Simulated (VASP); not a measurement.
```
InAs
1.0
    0.00000     3.05523     3.05523
    3.05523     0.00000     3.05523
    3.05523     3.05523     0.00000
In As
1 1
Direct
  0.00000   0.00000   0.00000
  0.25000   0.25000   0.25000
```

Method: revPBE GGA, VASP's PBE PAW potentials (set 64) (plane waves; VASP). Settings: 520 eV cut-off, 10×10×10 Γ-centred mesh, first-order Methfessel-Paxton smearing of 0.10 eV, potentials In_d As.

Task: Give the stress tensor in GPa (positive for a compressed cell).

Result: 
```
3.22  0.00  0.00
0.00  3.22  0.00
0.00  0.00  3.22
```
The pressure is its mean diagonal, 3.22 GPa.

The compound is InAs in the zinc blende structure. This cell is one point of a volume scan, at 0.94 of the reference volume.
